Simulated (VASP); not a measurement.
# Nb2O7 (Fd-3m) in VASP: single point with PBE

Aim: the single point of Nb2O7 with PBE.

All numbers are computed with VASP 6.6.1; they aren't measurements. Logs are shortened: lines on timing, memory, paths and dates and some standing lists are left out, and cuts for length are marked.

**1. Starting point**

The structure is cubic, space group Fd-3m (No. 227). Conventional cell: a = 10.569 Å, b = 10.569 Å, c = 10.569 Å, α = 90.00°, β = 90.00°, γ = 90.00°. Nb (site symmetry -3m) is surrounded by 6 O at 1.99 Å. Around O (site symmetry 2mm) lie 2 Nb at 1.99 Å. O (site symmetry -43m) has 6 O at 3.29 Å as nearest neighbours.

**2. Single point, PBE**

INCAR

```
SYSTEM = Nb2O7
PREC     = Accurate       ! precision mode
ENCUT    = 520            ! plane-wave cutoff, eV
EDIFF    = 1E-6           ! SCF threshold, eV
ISMEAR   = 0              ! smearing method
SIGMA    = 0.1            ! smearing width, eV
LREAL    = Auto         
LASPH    = .True.         ! aspherical terms in the spheres
NELM     = 100            ! most SCF steps
ALGO     = Fast           ! electronic algorithm
ISIF     = 2              ! what is computed and relaxed
LWAVE    = .False.        ! write WAVECAR
LCHARG   = .False.        ! write CHGCAR
GGA      = PE             ! functional
NBANDS   = 83             ! bands
```

KPOINTS

```
regular mesh
0
Gamma
  4 4 4
  0 0 0
```

POSCAR

```
Nb2O7
1.0
    0.0000000000      5.2845000000      5.2845000000
    5.2845000000      0.0000000000      5.2845000000
    5.2845000000      5.2845000000      0.0000000000
Nb O
4 14
Direct
    0.1250000000      0.1250000000      0.1250000000
    0.6250000000      0.1250000000      0.1250000000
    0.1250000000      0.1250000000      0.6250000000
    0.1250000000      0.6250000000      0.1250000000
    0.4390000000      0.0610000000      0.0610000000
    0.8110000000      0.1890000000      0.8110000000
    0.0610000000      0.4390000000      0.4390000000
    0.1890000000      0.8110000000      0.1890000000
    0.0610000000      0.4390000000      0.0610000000
    0.8110000000      0.8110000000      0.1890000000
    0.4390000000      0.0610000000      0.4390000000
    0.1890000000      0.1890000000      0.8110000000
    0.8110000000      0.1890000000      0.1890000000
    0.0610000000      0.0610000000      0.4390000000
    0.1890000000      0.8110000000      0.8110000000
    0.4390000000      0.4390000000      0.0610000000
    0.7500000000      0.7500000000      0.7500000000
    0.5000000000      0.5000000000      0.5000000000
```

Potentials or basis: VASP PAW PBE potentials, release 64 (Nb_sv, O).

Launch:

```
$ cat potpaw_PBE.64/Nb_sv/POTCAR potpaw_PBE.64/O/POTCAR > POTCAR
$ mpirun -np 1 vasp_std > vasp.out
```

OUTCAR:

```text
SYSTEM = Nb2O7
   PREC = Accurate
   ENCUT = 520
   EDIFF = 1E-6
   ISMEAR = 0
   LREAL = Auto
   LASPH = .True.
   NELM = 100
   ISIF = 2
   GGA = PE

 ion  position               nearest neighbor table
   1  0.125  0.125  0.125-   5 1.99   8 1.99   9 1.99  12 1.99  13 1.99  14 1.99
   2  0.625  0.125  0.125-   5 1.99   6 1.99  10 1.99  11 1.99  13 1.99  16 1.99
   3  0.125  0.125  0.625-   6 1.99   7 1.99  11 1.99  12 1.99  14 1.99  15 1.99
   4  0.125  0.625  0.125-   7 1.99   8 1.99   9 1.99  10 1.99  15 1.99  16 1.99
   5  0.439  0.061  0.061-   1 1.99   2 1.99
   6  0.811  0.189  0.811-   2 1.99   3 1.99
   7  0.061  0.439  0.439-   3 1.99   4 1.99
   8  0.189  0.811  0.189-   1 1.99   4 1.99
   9  0.061  0.439  0.061-   1 1.99   4 1.99
  10  0.811  0.811  0.189-   2 1.99   4 1.99
  11  0.439  0.061  0.439-   2 1.99   3 1.99
  12  0.189  0.189  0.811-   1 1.99   3 1.99
  13  0.811  0.189  0.189-   1 1.99   2 1.99
  14  0.061  0.061  0.439-   1 1.99   3 1.99
  15  0.189  0.811  0.811-   3 1.99   4 1.99
  16  0.439  0.439  0.061-   2 1.99   4 1.99
  17  0.750  0.750  0.750-
  18  0.500  0.500  0.500-

  LATTYP: Found a face centered cubic cell.
 ALAT       =    10.5690000000

  Lattice vectors:

 A1 = (   0.0000000000,   5.2845000000,   5.2845000000)
 A2 = (   5.2845000000,   0.0000000000,   5.2845000000)
 A3 = (   5.2845000000,   5.2845000000,   0.0000000000)

Analysis of symmetry for initial positions (statically):
=====================================================================
 Subroutine PRICEL returns:
 Original cell was already a primitive cell.

 Routine SETGRP: Setting up the symmetry group for a
 face centered cubic supercell.

 Subroutine GETGRP returns: Found 48 space group operations
 (whereof 24 operations were pure point group operations)
 out of a pool of 48 trial point group operations.

The static configuration has the point symmetry T_d .
 The point group associated with its full space group is O_h .

Analysis of symmetry for dynamics (positions and initial velocities):
=====================================================================
 Subroutine PRICEL returns:
 Original cell was already a primitive cell.

 Routine SETGRP: Setting up the symmetry group for a
 face centered cubic supercell.

 Subroutine GETGRP returns: Found 48 space group operations
 (whereof 24 operations were pure point group operations)
 out of a pool of 48 trial point group operations.

The dynamic configuration has the point symmetry T_d .
 The point group associated with its full space group is O_h .

 Subroutine INISYM returns: Found 48 space group operations
 (whereof 24 operations are pure point group operations),
 and found     1 'primitive' translations

----------------------------------------------------------------------------------------

                                     Primitive cell

  volume of cell :     295.1493

  direct lattice vectors                    reciprocal lattice vectors
     0.000000000  5.284500000  5.284500000    -0.094616331  0.094616331  0.094616331
     5.284500000  0.000000000  5.284500000     0.094616331 -0.094616331  0.094616331
     5.284500000  5.284500000  0.000000000     0.094616331  0.094616331 -0.094616331

  length of vectors
     7.473411570  7.473411570  7.473411570     0.163880292  0.163880292  0.163880292

  position of ions in fractional coordinates (direct lattice)
     0.125000000  0.125000000  0.125000000
     0.625000000  0.125000000  0.125000000
     0.125000000  0.125000000  0.625000000
     0.125000000  0.625000000  0.125000000
     0.439000000  0.061000000  0.061000000
     0.811000000  0.189000000  0.811000000
[... 10 lines left out ...]
     0.750000000  0.750000000  0.750000000
     0.500000000  0.500000000  0.500000000

  ion indices of the primitive-cell ions
   primitive index   ion index
                 1           1
                 2           2
                 3           3
                 4           4
                 5           5
                 6           6
[... 10 lines left out ...]
                17          17
                18          18

----------------------------------------------------------------------------------------

 KPOINTS: regular mesh

Automatic generation of k-mesh.
 Grid dimensions read from file:
 generate k-points for:    4    4    4

 Generating k-lattice:

  Cartesian coordinates                     Fractional coordinates (reciprocal lattice)
    -0.023654083  0.023654083  0.023654083     0.250000000  0.000000000  0.000000000
     0.023654083 -0.023654083  0.023654083     0.000000000  0.250000000  0.000000000
     0.023654083  0.023654083 -0.023654083     0.000000000  0.000000000  0.250000000

  Length of vectors
     0.040970073  0.040970073  0.040970073

  Shift w.r.t. Gamma in fractional coordinates (k-lattice)
     0.000000000  0.000000000  0.000000000

 Subroutine IBZKPT returns following result:
 ===========================================

 Found      8 irreducible k-points:

 Following reciprocal coordinates:
            Coordinates               Weight
  0.000000  0.000000  0.000000      1.000000
  0.250000  0.000000  0.000000      8.000000
  0.500000  0.000000  0.000000      4.000000
  0.250000  0.250000  0.000000      6.000000
  0.500000  0.250000  0.000000     24.000000
 -0.250000  0.250000  0.000000     12.000000
  0.500000  0.500000  0.000000      3.000000
 -0.250000  0.500000  0.250000      6.000000
   k-points           NKPTS =      8   k-points in BZ     NKDIM =      8   number of bands    NBANDS=     83
   number of dos      NEDOS =    301   number of ions     NIONS =     18
   total plane-waves  NPLWV = 175616
   dimension x,y,z NGX =    56 NGY =   56 NGZ =   56
   dimension x,y,z NGXF=   112 NGYF=  112 NGZF=  112
   ions per type =               4  14
   NGX,Y,Z   is equivalent  to a cutoff of  12.46, 12.46, 12.46 a.u.
   NGXF,Y,Z  is equivalent  to a cutoff of  24.91, 24.91, 24.91 a.u.
 SYSTEM =  Nb2O7
   PREC   = accura    normal or accurate (medium, high low for compatibility)
   ISTART =      0    job   : 0-new  1-cont  2-samecut
   ICHARG =      2    charge: 1-file 2-atom 10-const
   ISPIN  =      1    spin polarized calculation?
   LNONCOLLINEAR =      F non collinear calculations
   LSORBIT =      F    spin-orbit coupling
   LASPH  =      T    aspherical Exc in radial PAW
   ENCUT  =  520.0 eV  38.22 Ry    6.18 a.u.  13.90 13.90 13.90*2*pi/ulx,y,z
   NELM   =    100;   NELMIN=  2; NELMDL= -5     # of ELM steps
   EDIFF  = 0.1E-05   stopping-criterion for ELM
   LREAL  =      T    real-space projection
   EDIFFG = 0.1E-04   stopping-criterion for IOM
   NSW    =      0    number of steps for IOM
[... 5 lines left out ...]
   TEBEG  =    0.0;   TEEND  =   0.0 temperature during run
   PSTRESS=    0.0 pullay stress
   NELECT =     136.0000    total number of electrons
   NUPDOWN=      -1.0000    fix difference up-down
   EMIN   =  10.00;   EMAX   =-10.00  energy-range for DOS
   EFERMI =   0.00;   METHOD = LEGACY
   ISMEAR =     0;   SIGMA  =   0.10  broadening in eV -4-tet -1-fermi 0-gaus
   EFERMI_NEDOS =   21; number of points for ismear=-14 and -15
   IALGO  =     68    algorithm
   IMIX   =      4    mixing-type and parameters
     AMIX     =   0.40;   BMIX     =  1.00
     AMIX_MAG =   1.60;   BMIX_MAG =  1.00
  volume/ion in A,a.u.               =      16.40       110.65
  Fermi-wavevector in a.u.,A,eV,Ry     =   1.264466  2.389495 21.754013  1.598875
  Thomas-Fermi vector in A             =   2.397770
   LORBIT       =      0    0 simple, 1 ext, 2 COOP (PROOUT), +10 PAW based schemes
   GGA     = PE    functional components
   LHFCALC =     F    Hartree Fock is set to
   AEXX    =    0.0000 exact exchange contribution
   IVDW    =     0    specifies the selected vdW correction
   LEPSILON=     F    determine dielectric tensor
   LRPA    =     F    only Hartree local field effects (RPA)
 non-spin polarized calculation
 RMM-DIIS sequential band-by-band and
 Gauss-broadening in eV      SIGMA  =   0.10
  energy-cutoff  :      520.00
  volume of cell :      295.15
 maximum number of plane-waves:      7992
   NGX = 27   NGY = 27   NGZ = 27

 number of electron     136.0000044 magnetization

 Free energy of the ion-electron system (eV)
  ---------------------------------------------------
  ext. energy  EPLUGINS =         0.00000000
  ---------------------------------------------------
  free energy    TOTEN  =      -132.97880643 eV

  energy without entropy =     -132.66229899  energy(sigma->0) =     -132.82055271

 E-fermi :  -0.6485     XC(G=0):  -8.7153

 val. band max:       -0.6491859788   @ k =   0.2500   0.0000   0.0000
 cond. band min:      -0.6373213829   @ k =  -0.2500   0.5000   0.2500
 fundamental gap:      0.0118645960
 Fermi energy:        -0.6485336517

 k-point     1 :       0.0000    0.0000    0.0000
  band No.  band energies     occupation
      1     -54.9390      2.00000
      2     -54.9274      2.00000
      3     -54.9274      2.00000
      4     -54.9274      2.00000
      5     -31.2592      2.00000
      6     -31.1731      2.00000
[... 72 lines left out ...]
     79       3.4242      0.00000
     80       3.4243      0.00000

 k-point     2 :       0.2500    0.0000    0.0000
  band No.  band energies     occupation
      1     -54.9378      2.00000
      2     -54.9287      2.00000
      3     -54.9275      2.00000
      4     -54.9275      2.00000
      5     -31.2407      2.00000
      6     -31.1630      2.00000
[... 72 lines left out ...]
     79       3.5788      0.00000
     80       3.5794      0.00000
[... 413 lines left out ...]
     79       4.0114      0.00000
     80       4.0246      0.00000

 k-point     8 :      -0.2500    0.5000    0.2500
  band No.  band energies     occupation
      1     -54.9332      2.00000
      2     -54.9332      2.00000
      3     -54.9275      2.00000
      4     -54.9275      2.00000
      5     -31.1766      2.00000
      6     -31.1766      2.00000
[... 72 lines left out ...]
     79       3.9126      0.00000
     80       3.9137      0.00000
 [bands above 80 left out]

------------------------ aborting loop because EDIFF is reached ----------------------------------------

  FORCE on cell =-STRESS in cart. coord.  units (eV):
  Direction    XX          YY          ZZ          XY          YZ          ZX
  --------------------------------------------------------------------------------------
  -------------------------------------------------------------------------------------
  Total       -2.9512508     -2.9512508     -2.9512508      0.0000000      0.0000000      0.0000000
  in kB      -16.0204606    -16.0204606    -16.0204606      0.0000000      0.0000000      0.0000000
  external PRESSURE =     -16.0204606 kB  Pullay stress =       0.0000000 kB

 VOLUME and BASIS-vectors are now :
 -----------------------------------------------------------------------------
  energy-cutoff  :      520.00
  volume of cell :      295.15
      direct lattice vectors                 reciprocal lattice vectors
     0.000000000  5.284500000  5.284500000    -0.094616331  0.094616331  0.094616331
     5.284500000  0.000000000  5.284500000     0.094616331 -0.094616331  0.094616331
     5.284500000  5.284500000  0.000000000     0.094616331  0.094616331 -0.094616331

 POSITION                                       TOTAL-FORCE (eV/Angst)
 -----------------------------------------------------------------------------------
      1.32113      1.32113      1.32113         0.000000      0.000000      0.000000
      1.32113      3.96338      3.96338         0.000000      0.000000      0.000000
      3.96338      3.96338      1.32113         0.000000      0.000000      0.000000
      3.96338      1.32113      3.96338         0.000000      0.000000      0.000000
      0.64471      2.64225      2.64225         0.467155      0.000000      0.000000
      5.28450      8.57146      5.28450         0.000000      0.467155      0.000000
[... 10 lines left out ...]
      7.92675      7.92675      7.92675         0.000000      0.000000      0.000000
      5.28450      5.28450      5.28450         0.000000      0.000000      0.000000
 -----------------------------------------------------------------------------------
    total drift:                                0.000000      0.000000      0.000000

  FREE ENERGIE OF THE ION-ELECTRON SYSTEM (eV)
  ---------------------------------------------------
  free  energy   TOTEN  =      -132.9788064320 eV

  energy  without entropy=     -132.6622989859  energy(sigma->0) =     -132.82055271
```

It took 8.6 min on 1 thread of Intel Xeon 6975P-C (Granite Rapids), shared host; peak memory 0.47 GiB.

Results:

* Free energy: -132.9788 eV
* Pressure: -1.6 GPa
* Largest force: 0.467 eV/Å
* Band gap on the k mesh: none (metal or under the smearing width)

Forces on the atoms (eV/Å):
```
Nb   0.000  0.000  0.000
Nb   0.000  0.000  0.000
Nb   0.000  0.000  0.000
Nb   0.000  0.000  0.000
O    0.467  0.000  0.000
O    0.000  0.467  0.000
O   -0.467  0.000  0.000
O    0.000 -0.467  0.000
O    0.000  0.467  0.000
O    0.000  0.000  0.467
O    0.000 -0.467  0.000
O    0.000  0.000 -0.467
O   -0.467  0.000  0.000
O    0.000  0.000  0.467
O    0.467  0.000  0.000
O    0.000  0.000 -0.467
O    0.000  0.000  0.000
O    0.000  0.000  0.000
```

Levels at points of the mesh, in eV from the Fermi level:
| k point | band 66 | band 67 | band 68 | band 69 | band 70 | band 71 |
| --- | --- | --- | --- | --- | --- | --- |
| (0.00, 0.00, 0.00) | -0.35 | -0.10 | -0.10 | -0.10 | 0.06 | 0.06 |
| (0.50, 0.00, 0.00) | -0.10 | -0.08 | 0.04 | 0.04 | 0.04 | 0.08 |
| (0.50, 0.50, 0.00) | -0.02 | -0.02 | -0.02 | 0.07 | 0.07 | 0.11 |
